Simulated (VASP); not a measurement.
Given:

```yaml
crystal:
  lattice:
    - [0.00000, 3.04036, 3.04036]
    - [3.04036, 0.00000, 3.04036]
    - [3.04036, 3.04036, 0.00000]
  atoms:
    - { symbol: Cu, position: [0.00000, 0.00000, 0.00000] }
    - { symbol: I, position: [0.25000, 0.25000, 0.25000] }
```

Method: PBE GGA, VASP's PBE PAW potentials (set 64) (plane waves; VASP 6.6.1). Run with 520 eV cut-off, 8×8×8 Γ-centred mesh, tetrahedra with Blöchl corrections, potentials Cu I.

Unless said otherwise, spin-orbit coupling is left out, though it shifts the bands of the heavy elements here.

Problem. Tabulate the total density of states (states/eV per cell) against energy (eV; zero at the valence-band maximum or, without a gap, the Fermi level).

Solution. 
```
E (eV) | DOS (states/eV)
    -9.94 |  0.00
    -9.58 |  0.00
    -9.22 |  0.00
    -8.86 |  0.00
    -8.50 |  0.00
    -8.02 |  0.00
    -7.66 |  0.00
    -7.30 |  0.00
    -6.94 |  0.00
    -6.58 |  0.00
    -6.22 |  0.00
    -5.86 |  0.00
    -5.50 |  0.18
    -5.14 | ######### 5.38
    -4.78 | # 0.66
    -4.30 | #### 2.31
    -3.94 | #### 2.74
    -3.58 | ################# 10.2
    -3.22 |  0.00
    -2.86 |  0.00
    -2.50 |  0.00
    -2.14 |  0.00
    -1.78 | ############################## 18.4
    -1.42 | ######### 5.30
    -1.06 | ######## 4.62
    -0.58 | ### 1.92
    -0.22 | # 0.61
     0.14 |  0.00
     0.50 |  0.00
     0.86 |  0.00
     1.22 |  0.00
     1.58 |  0.02
     1.94 |  0.07
     2.30 |  0.29
     2.66 | # 0.77
     3.14 | ### 2.08
     3.50 | #### 2.18
     3.86 | # 0.79
     4.22 | # 0.79
     4.58 | ## 1.25
```
Within 2 eV below the valence-band maximum the largest weight inside VASP's projection spheres is Cu d.

The compound is CuI in the zinc blende structure. It was relaxed first.
